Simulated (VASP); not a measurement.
Here is a VASP 6.6.1 calculation.

Contents of INCAR:

```
SYSTEM = AlSn
  PREC = Accurate
  ENCUT = 520
  EDIFF = 1E-6
  ISMEAR = 0
  SIGMA = 0.1
  LREAL = .False.
  LASPH = .True.
  NELM = 100
  ALGO = Normal
  ISIF = 2
  LWAVE = .False.
  LCHARG = .False.
  GGA = PE
  NBANDS = 16
```

File KPOINTS:

```
regular mesh
0
Gamma
  6 6 4
  0 0 0
```

File POSCAR:

```
AlSn
1.0
    4.1981056157      0.0000000000      0.0000000000
   -2.0990528078      3.6356661109      0.0000000000
    0.0000000000      0.0000000000      3.3068470000
Al Sn
1 1
Direct
    0.0000000000      0.0000000000      0.0000000000
    0.3333333300      0.6666666700      0.5000000000
```

Potentials or basis: VASP PAW PBE potentials, release 64 (Al, Sn_d).

Launch:

```bash
$ cat potpaw_PBE.64/Al/POTCAR potpaw_PBE.64/Sn_d/POTCAR > POTCAR
$ mpirun -np 1 vasp_std > vasp.out
```

**Question.** Estimate the pressure.

**Answer.** 1.1 GPa.

**Question.** Estimate the band gap on the k mesh.

**Answer.** None (metal or under the smearing width).

Stress tensor (GPa, compression positive):
```
-2.45  0.00  0.00
 0.00 -2.45  0.00
 0.00  0.00  8.20
```

Caveat: the k mesh is coarse (spacing up to 0.48 Å⁻¹), so the values aren't converged.
